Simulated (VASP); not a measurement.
Data:

```
Bi2Te3
1.0
   10.18772    -2.19064    -0.00708
   10.18772     2.19064    -0.00708
    9.71929     0.00000     3.75819
Bi Te
2 3
Direct
  0.39968   0.39968   0.39968
  0.60032   0.60032   0.60032
  0.00000   0.00000   0.00000
  0.20995   0.20995   0.20995
  0.79005   0.79005   0.79005
```

Calculation: PBEsol GGA, VASP's PBE PAW potentials (set 64) (plane waves; VASP). Settings: 400 eV cut-off, 7×7×7 Γ-centred mesh, tetrahedra with Blöchl corrections, potentials Bi_d Te.

Without a dispersion term in the relaxation, distances and binding between the weakly bound layers, chains or molecules are unreliable, and so is what depends on them. Unless said otherwise, spin-orbit coupling is left out, though it shifts the bands of the heavy elements here.

Q: What does the run give for the energy per atom (σ→0), band gap (on the k-mesh) with the smallest direct gap where there is one?

A: 
```
Item                                         Result
-----------------------------------  --------------
band gap (on the k-mesh)                    0.21 eV
smallest direct gap (on the k-mesh)         0.21 eV
energy per atom (σ→0)                -4.059 eV/atom
```

Only differences to runs with the same potentials and settings are physical.

The compound is Bi2Te3 in the tetradymite structure. It was relaxed first.
